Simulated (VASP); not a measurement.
The cell holds one CsBr (CsCl type) (110) slab, with vacuum along c, ions free to move until forces fall under 0.03 eV/Å, no reconstruction beyond this cell, dipole correction on. Ionisation potential and electron affinity count from the cell's own band edges, surface states included.

```
CELL_PARAMETERS angstrom
      4.32566     0.00000     0.00000
      0.00000     6.11741     0.00000
      0.00000     0.00000    24.30079
ATOMIC_POSITIONS crystal
  Cs 0.00000 0.50000 0.37539
  Cs 0.00000 0.00000 0.50000
  Cs 0.00000 0.50000 0.62461
  Br 0.50000 0.00000 0.37424
  Br 0.50000 0.50000 0.50000
  Br 0.50000 0.00000 0.62576
```

Calculation: r2SCAN meta-GGA, VASP's PBE PAW potentials (set 64) (plane waves; VASP). Settings: 400 eV cut-off, 5×4×1 Γ-centred mesh, Gaussian smearing of 0.050 eV, potentials Cs_sv Br.

Slab and bulk use different k-meshes, so the surface energy is good to a few per cent at best. Unless said otherwise, spin-orbit coupling is left out, though it shifts the bands of the heavy elements here.

Question: Predict its surface energy, ionisation potential, electron affinity, band gap (on the k-mesh).

Answer: 
| Item | Value |
|---|---|
| surface energy | 0.17 J/m^2 |
| ionisation potential | 5.41 eV |
| electron affinity | 0.86 eV |
| band gap (on the k-mesh) | 4.55 eV |

The cell is a thin slab with vacuum, built from CsBr (CsCl type): (110) face.
